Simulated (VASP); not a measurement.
VASP ran on this input.

### KPOINTS
```
Automatic
0
gamma
9 9 2
```

File POSCAR:
```
MoSe2
1.0
  1.6658714222  -2.8853743791   0.0000000000
  1.6658714222   2.8853743791   0.0000000000
  0.0000000000   0.0000000000  14.1801653111
Mo Se
2 4
Direct
  0.3333330000   0.6666670000   0.2500000000
  0.6666670000   0.3333330000   0.7500000000
  0.3333330000   0.6666670000   0.8677485918
  0.6666670000   0.3333330000   0.3677485918
  0.6666670000   0.3333330000   0.1322514082
  0.3333330000   0.6666670000   0.6322514082
```

INCAR:
```
PREC=Accurate
GGA=91   ! PW91
LCHARG=.TRUE.
LEFG=.TRUE.
EDIFF=1E-7   ! SCF stop (eV)
LREAL=.FALSE.   ! projection in real space or not
NEDOS=601   ! DOS grid
LMAXMIX=4
LORBIT=11   ! lm-projected
NELM=100   ! most electronic steps
ISIF=2   ! forces and stress, cell fixed
SYSTEM=MoSe2
ALGO=Normal
ENCUT=520
ISMEAR=-5
LWAVE=.FALSE.
LASPH=.TRUE.
```

POTCAR, in this order: Mo_sv Se (PBE.64 set). Program: vasp_std.

### Question
Translate this PW91 calculation to Quantum ESPRESSO's pw.x.

### Answer
One equivalent input (not run):
```
&CONTROL
  calculation = 'scf'
  pseudo_dir = './pseudo'
  outdir = './out'
  tprnfor = .true.
  tstress = .true.
/
&SYSTEM
  ibrav = 0
  nat = 6
  ntyp = 2
  ecutwfc = 86
  occupations = 'tetrahedra'
  input_dft = 'pw91'
/
&ELECTRONS
  conv_thr = 7.3e-09
  electron_maxstep = 100
/
ATOMIC_SPECIES
  Mo 95.950 Mo.upf
  Se 78.971 Se.upf
CELL_PARAMETERS angstrom
     1.6658714   -2.8853744    0.0000000
     1.6658714    2.8853744    0.0000000
     0.0000000    0.0000000   14.1801653
ATOMIC_POSITIONS crystal
  Mo   0.3333330  0.6666670  0.2500000
  Mo   0.6666670  0.3333330  0.7500000
  Se   0.3333330  0.6666670  0.8677486
  Se   0.6666670  0.3333330  0.3677486
  Se   0.6666670  0.3333330  0.1322514
  Se   0.3333330  0.6666670  0.6322514
K_POINTS automatic
  9 9 2 0 0 0
```
What does not carry over: the potentials are each code's own (VASP's PAW set, PseudoDojo norm-conserving files in pw.x), so ENCUT and ecutwfc are chosen apart and not converted; conv_thr bounds pw.x's estimated SCF error, while EDIFF bounds the energy change between steps; the field gradients of LEFG aren't asked of the other code.

The compound is MoSe2 in the 2H layered structure. It was relaxed first, which changed the volume by +12 %.
